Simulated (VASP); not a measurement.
An input for Quantum ESPRESSO's pw.x (written as the equivalent of a VASP run, and not itself run):

```
&CONTROL
  calculation = 'scf'
  pseudo_dir = './pseudo'
  outdir = './out'
  tprnfor = .true.
  tstress = .true.
/
&SYSTEM
  ibrav = 0
  nat = 4
  ntyp = 2
  ecutwfc = 80
  occupations = 'smearing'
  smearing = 'methfessel-paxton'
  degauss = 0.0147
  input_dft = 'pz'
/
&ELECTRONS
  conv_thr = 7.3e-05
  electron_maxstep = 100
/
ATOMIC_SPECIES
  Ta 180.948 Ta.upf
  As 74.922 As.upf
CELL_PARAMETERS angstrom
    -1.7562510    1.7562510    5.9852990
     1.7562510   -1.7562510    5.9852990
     1.7562510    1.7562510   -5.9852990
ATOMIC_POSITIONS crystal
  Ta   0.4999700  0.9999700  0.5000000
  Ta   0.7499700  0.7499700  0.0000000
  As   0.0826300  0.5826300  0.5000000
  As   0.3326300  0.3326300  0.0000000
K_POINTS automatic
  1 1 1 1 1 1
```

Question: Translate this input to VASP (INCAR, KPOINTS, POSCAR, choice of POTCAR).

Answer: Several could match; the one computed here: 
### POSCAR
```
TaAs
1
   -1.7562510000     1.7562510000     5.9852990000
    1.7562510000    -1.7562510000     5.9852990000
    1.7562510000     1.7562510000    -5.9852990000
Ta As
2 2
Direct
  0.4999700000   0.9999700000   0.5000000000
  0.7499700000   0.7499700000   0.0000000000
  0.0826300000   0.5826300000   0.5000000000
  0.3326300000   0.3326300000   0.0000000000
```

INCAR:
```
! general
SYSTEM  = TaAs
PREC    = Accurate
ENCUT   = 180
LREAL   = F
LASPH   = T

! electronic loop
EDIFF   = 1E-03   ! SCF stop (eV)
NELM    = 100
ALGO    = Normal   ! blocked Davidson
LMAXMIX = 6

! smearing
ISMEAR  = 1   ! Methfessel-Paxton
SIGMA   = 0.2   ! width (eV)

! ions
ISIF    = 2

! output
LWAVE   = F
LCHARG  = F
```

KPOINTS:
```
Automatic
0
Gamma
1 1 1
0.5 0.5 0.5
```

POTCAR, in this order: Ta_pv As (LDA.64 set). Program: vasp_std.

The two are equivalent in intent, not identical: the potentials are each code's own (VASP's PAW set, PseudoDojo norm-conserving files in pw.x), so ENCUT and ecutwfc are chosen apart and not converted; conv_thr bounds pw.x's estimated SCF error, while EDIFF bounds the energy change between steps.

The structure comes from a computed database's TaAs entry; how it stands against other phases isn't given here. The cell was not relaxed at this level. The k-mesh is coarse (spacing up to 2.53 per Å, 2π included), so the numbers may not be converged in it. The run is one of a series of settings (EDIFF = 1E-03, ENCUT = 180, ISMEAR = 1, SIGMA = 0.2, KPOINTS 1×1×1 Γ-centred mesh shifted by (0.5, 0.5, 0.5) against the base run), some of them coarse on purpose.
